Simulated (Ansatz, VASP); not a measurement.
**Two plane-wave programs on BiN**

```
CELL_PARAMETERS angstrom
3.48937 0.00000 0.00000
-1.74468 3.02188 0.00000
0.00000 0.00000 3.26518
ATOMIC_POSITIONS crystal
Bi 0.00000 0.00000 0.00000
N 0.66667 0.33333 0.50000
```

Alike in both runs: task single point; functional r2SCAN; k mesh 12 × 12 × 10; occupations gaussian, width 0.05 eV; no spin polarisation.

```csv
,VASP,Ansatz
version,VASP 6.6.1,Ansatz 0.2.0
potentials or method,"VASP PAW PBE potentials, release 64 (Bi_d, N)","scalar-relativistic, plane waves, PAW"
plane-wave cutoff (eV),520,500
valence electrons in the cell,20,20
```

|  | VASP | Ansatz | Ansatz less VASP |
| --- | --- | --- | --- |
| gap on the k mesh at the Fermi level (eV) | none | none | - |
| pressure (GPa) | -2.5 | -2.7 | -0.25 |
| largest component of the traceless stress (GPa) | 0.27 | 0.34 | +0.070 |

A gap of «none» marks a metal or a gap that the smearing closes.

Caveats: the PAW data sets were made with another functional, which shifts forces and pressure a little (VASP); spin-orbit coupling is left out, which moves the levels of the heavy elements.
